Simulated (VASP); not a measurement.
Here is a VASP 6.6.1 calculation.

The input INCAR:

```
SYSTEM = InP
ALGO = Normal
EDIFF = 1E-7
EDIFFG = -0.005
ENCUT = 600
GGA = PE
IBRION = 2
ISIF = 3
ISMEAR = 0
LASPH = .TRUE.
LCHARG = .FALSE.
LREAL = .FALSE.
LWAVE = .FALSE.
NELM = 80
NSW = 90
PREC = Accurate
SIGMA = 0.03
```

The input KPOINTS:

```
k-points
0
G
  8 8 8
  0 0 0
```

POSCAR

```
InP                                     
1.0
    0.0000000000      2.9791538216      2.9791538216
    2.9791538216      0.0000000000      2.9791538216
    2.9791538216      2.9791538216      0.0000000000
  In              P             
     1     1
Direct
     0.0000000000000000    0.0000000000000000    0.0000000000000000
     0.2500000000000000    0.2500000000000000    0.2500000000000000
```

Potentials or basis: VASP PAW PBE potentials, release 64 (In_d, P).

Command:

```sh
$ cat potpaw_PBE.64/In_d/POTCAR potpaw_PBE.64/P/POTCAR > POTCAR
$ mpirun -np 1 vasp_std > vasp.out
```

**Question.** What does it give for the band gap on the k mesh?

**Answer.** 0.44 eV, direct.

Final structure:
```
In P
1.0
     0.00000    2.97915    2.97915
     2.97915    0.00000    2.97915
     2.97915    2.97915    0.00000
In P
1 1
Direct
  0.00000 0.00000 0.00000
  0.25000 0.25000 0.25000
```

Caveat: the relaxation stopped at its first step, so nothing moved; spin-orbit coupling is left out, which moves the levels of the heavy elements. As with any semilocal functional, this PBE gap is likely too small.
